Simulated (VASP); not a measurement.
Consider the following.

```
NaF
1.0
    0.00000     2.36928     2.36928
    2.36928     0.00000     2.36928
    2.36928     2.36928     0.00000
Na F
1 1
Direct
  0.00000   0.00000   0.00000
  0.50000   0.50000   0.50000
```

These are HSEsol screened hybrid, VASP's PBE PAW potentials (set 64) (plane waves; VASP 6.6.1) values and carry that method's errors. Settings: 520 eV cut-off, 8×8×8 Γ-centred mesh, Gaussian smearing of 0.050 eV, potentials Na_pv F.

**Question.** Predict the energy per atom (σ→0), pressure, band gap (on the k-mesh) with the smallest direct gap where there is one.

**Answer.** 
```yaml
band gap (on the k-mesh): 8.00 eV
smallest direct gap (on the k-mesh): 8.00 eV
energy per atom (σ→0): -5239 meV/atom
pressure: -4.07 GPa
```

The absolute energy has meaning only against runs of the same code, potentials and settings.

The compound is NaF in the rock salt structure. This cell is one point of a volume scan, at 1.03 of the reference volume. The cell's shape comes from a PBE relaxation.
